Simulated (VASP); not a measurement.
Given:

```yaml
crystal:
  lattice:
    - [1.82698, -2.99198, 0.00000]
    - [1.82698, 2.99198, 0.00000]
    - [0.00000, 0.00000, 5.72536]
  atoms:
    - { symbol: Er, position: [0.33333, 0.66667, 0.25000] }
    - { symbol: Er, position: [0.69315, 0.35982, 0.75000] }
```

The numbers are results of PBE GGA, VASP's PBE PAW potentials (set 64) (plane waves; VASP), not measurements. Settings: 400 eV cut-off, KSPACING 0.16 per Å, first-order Methfessel-Paxton smearing of 0.10 eV, potentials Er_3.

The 4f electrons are frozen in the core of the lanthanide potential, so 4f levels, which can set the real gap, and their magnetism are missing.

Q: Which forces act on the atoms, in eV/Å?

A: 
```csv
atom,Fx,Fy,Fz
Er1,0.106,0.056,0.000
Er2,-0.106,-0.056,0.000
```

Q: Give the stress tensor in GPa (positive for a compressed cell).

A: 
```
-1.46  -0.23   0.00
-0.23   1.74   0.00
 0.00   0.00  -1.90
```
The pressure is its mean diagonal, -0.54 GPa.

The compound is Er in the hcp structure. The cell was not relaxed at this level, atoms are displaced from their ideal sites. The run is one of a series of settings (KGAMMA = .TRUE., KSPACING = 0.16, KPOINTS file removed against the base run), some of them coarse on purpose.
